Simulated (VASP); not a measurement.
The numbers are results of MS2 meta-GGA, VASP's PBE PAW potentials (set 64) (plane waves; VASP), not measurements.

VASP input:

**INCAR**
```
SYSTEM = LiCl
PREC = Accurate; ENCUT = 520; LREAL = F
LASPH = T
EDIFF = 1E-6; NELM = 100; ALGO = Normal
LMIXTAU = T
ISMEAR = 0; SIGMA = 0.05
METAGGA = MS2
IBRION = 2; NSW = 60; ISIF = 3
EDIFFG = -0.01
LWAVE = F; LCHARG = F
```

File POSCAR:
```
LiCl
1
   -0.0000000000     2.5337286471     2.5337286471
    2.5337286471    -0.0000000000     2.5337286471
    2.5337286471     2.5337286471     0.0000000000
Li Cl
1 1
Direct
  0.0000000000   0.0000000000   0.0000000000
  0.5000000000   0.5000000000   0.5000000000
```

File KPOINTS:
```
kpoints
0
gamma
 8 8 8
0 0 0
```

POTCAR, in this order: Li_sv Cl (PBE.64 set). Program: vasp_std.

The resulting files:

OSZICAR:
```
       N       E                     dE             d eps       ncg     rms          rms(c)
DAV:   1     0.258694371642E+02    0.25869E+02   -0.39289E+03   522   0.993E+02
DAV:   2    -0.162421245570E+02   -0.42112E+02   -0.40667E+02   664   0.152E+02
DAV:   3    -0.178716151387E+02   -0.16295E+01   -0.16280E+01   688   0.355E+01
DAV:   4    -0.178996584120E+02   -0.28043E-01   -0.27997E-01   757   0.451E+00
DAV:   5    -0.179000641039E+02   -0.40569E-03   -0.40568E-03   681   0.443E-01    0.330E+00
DAV:   6    -0.122072723316E+02    0.56928E+01   -0.14328E+00   522   0.158E+01    0.187E+00
DAV:   7    -0.134906264389E+02   -0.12834E+01   -0.71197E-01   522   0.865E+00    0.158E+00
DAV:   8    -0.133090872180E+02    0.18154E+00   -0.17728E-01   523   0.499E+00    0.114E+00
DAV:   9    -0.134946108095E+02   -0.18552E+00   -0.25200E-01   522   0.656E+00    0.410E-01
DAV:  10    -0.133227718886E+02    0.17184E+00   -0.28786E-01   522   0.694E+00    0.326E-01
DAV:  11    -0.133232717191E+02   -0.49983E-03   -0.17822E-03   786   0.463E-01    0.186E-01
DAV:  12    -0.133141963872E+02    0.90753E-02   -0.64112E-03   522   0.110E+00    0.221E-01
DAV:  13    -0.133230861083E+02   -0.88897E-02   -0.99956E-03   522   0.139E+00    0.708E-02
DAV:  14    -0.133238080480E+02   -0.72194E-03   -0.60220E-04   535   0.287E-01    0.312E-02
DAV:  15    -0.133237635034E+02    0.44545E-04   -0.32645E-05   580   0.727E-02    0.268E-02
DAV:  16    -0.133237926692E+02   -0.29166E-04   -0.70030E-06   661   0.336E-02    0.225E-02
DAV:  17    -0.133238108445E+02   -0.18175E-04   -0.52741E-06   571   0.259E-02    0.174E-02
DAV:  18    -0.133238197280E+02   -0.88835E-05   -0.24965E-06   536   0.226E-02    0.989E-03
DAV:  19    -0.133238210554E+02   -0.13273E-05   -0.74960E-07   548   0.127E-02    0.387E-03
DAV:  20    -0.133238218237E+02   -0.76835E-06   -0.25289E-07   517   0.713E-03
   1 F= -.13323822E+02 E0= -.13323822E+02  d E =-.133238E+02
```

**OUTCAR**
```
------------------------ aborting loop because EDIFF is reached ----------------------------------------
  FORCE on cell =-STRESS in cart. coord.  units (eV):
  Direction    XX          YY          ZZ          XY          YZ          ZX
  --------------------------------------------------------------------------------------
  Total       -0.0009310     -0.0009310     -0.0009310     -0.0000000      0.0000000      0.0000000
  in kB       -0.0458518     -0.0458518     -0.0458518     -0.0000000      0.0000000      0.0000000
  external PRESSURE =      -0.0458518 kB  Pullay stress =       0.0000000 kB
  volume of cell :       32.53
      direct lattice vectors                 reciprocal lattice vectors
     0.000000000  2.533728647  2.533728647    -0.197337628  0.197337628  0.197337628
     2.533728647  0.000000000  2.533728647     0.197337628 -0.197337628  0.197337628
     2.533728647  2.533728647  0.000000000     0.197337628  0.197337628 -0.197337628
  FREE ENERGIE OF THE ION-ELECTRON SYSTEM (eV)
  ---------------------------------------------------
  free  energy   TOTEN  =       -13.3238218237 eV

  energy  without entropy=      -13.3238218237  energy(sigma->0) =      -13.32382182

 reached required accuracy - stopping structural energy minimisation
```
(Selected blocks of OUTCAR.)

The compound is LiCl in the rock salt structure. It was relaxed first. The start is the result of an earlier pass.
